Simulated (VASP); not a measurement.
Runs of VASP 6.6.1 on ZrF2. The cell holds a sheet with vacuum, 3 atoms: a = 2.989 Å, b = 2.989 Å, c = 29.713 Å, α = 90.00°, β = 90.00°, γ = 120.00°. The cell was built by a generator and needn't be a form met in nature.

```tsv
level	potentials or basis	gap on the mesh (eV)	largest force (eV/Å)	work function (eV)
RPBE	VASP PAW PBE potentials, release 64 (Zr_sv, F)	none	0.28	(a)
PBEsol	VASP PAW PBE potentials, release 64 (Zr_sv, F)	none	0.34	4.98
revPBE	VASP PAW PBE potentials, release 64 (Zr_sv, F)	none	0.21	4.83
PBE	VASP PAW PBE potentials, release 64 (Zr_sv, F)	none	0.01	4.96
BLYP	VASP PAW PBE potentials, release 64 (Zr_sv, F)	none	(b)	4.81
r2SCAN	VASP PAW PBE potentials, release 64 (Zr_sv, F)	0.04	0.09	-
PW91	VASP PAW PBE potentials, release 64 (Zr_sv, F)	none	0.03	5.04
LDA	VASP PAW LDA potentials, release 64 (Zr_sv, F)	none	0.69	5.28
```

Alike in all rows: task work function; no spin polarisation; cell as given; k mesh 10 × 10 × 1; cutoff (eV) 520; smearing fermi-dirac 0.05 eV.

Q: Fill in the values left out.

A: (a) 4.84; (b) 0.20.

Caveats: the PAW data sets were made with another functional, which shifts forces and pressure a little (some runs).

A k mesh can miss the band edges, and the runs leave out spin-orbit coupling on Zr.

A gap of «none» marks a metal or a gap under the smearing width.
